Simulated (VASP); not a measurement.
```
Co
1.0
    1.26104    -2.18418     0.00000
    1.26104     2.18418     0.00000
    0.00000     0.00000     4.07064
Co
2
Cartesian
  1.26104   0.72806   1.01766
  1.26104  -0.72806   3.05298
```
Starting moments (μB, in the order of the record's atoms Co Co): 1.6 1.6.

All values below come from vdW-DF2, VASP's PBE PAW potentials (set 64) (plane waves; VASP 6.6.1). Numerical set-up: 520 eV cut-off, 16×16×9 Γ-centred mesh, first-order Methfessel-Paxton smearing of 0.10 eV, potentials Co.

### Question
Give the stress tensor in GPa (positive for a compressed cell).

### Answer

```
5.05  0.00  0.00
0.00  5.05  0.00
0.00  0.00  5.05
```
The pressure is its mean diagonal, 5.05 GPa.

The compound is Co in the hcp structure. This cell is one point of a volume scan, at 0.97 of the reference volume.
